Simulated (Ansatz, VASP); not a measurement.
## One calculation of Hg3P2, two programs

```
Hg P
1.0
     5.06806    0.00000    0.00000
     0.00000    5.06806    0.00000
     0.00000    0.00000    5.06806
Hg P
3 2
Direct
  0.00000 0.50000 0.50000
  0.50000 0.00000 0.50000
  0.50000 0.50000 0.00000
  0.00000 0.00000 0.00000
  0.50000 0.50000 0.50000
```

Alike in both runs: functional PBE; k mesh 8 × 8 × 8; occupations gaussian, width 0.1 eV; no spin polarisation.

Ansatz relaxed the structure, and its values are those at the end. VASP's run is a single point on that final structure, the one shown.

```csv
,VASP,Ansatz
version,VASP 6.6.1,Ansatz 0.2.0
potentials or method,"VASP PAW PBE potentials, release 64 (Hg, P)","scalar-relativistic, plane waves, PAW"
plane-wave cutoff (eV),520,420
valence electrons in the cell,46,70
```

VASP gave:

```
gap on the k mesh at the Fermi level (eV) : none
pressure (GPa)                            : 0.3
```

Problem. Which values does Ansatz return?

Solution. gap on the k mesh at the Fermi level (eV): none; pressure (GPa): 0.0.

A gap of «none» marks a metal or a gap that the smearing closes. With one functional, cell and mesh, what is left measures potentials, basis and numerics. The two sets of potentials don't hold the same shells in valence.

Spin-orbit coupling is left out, which matters for the levels of Hg.
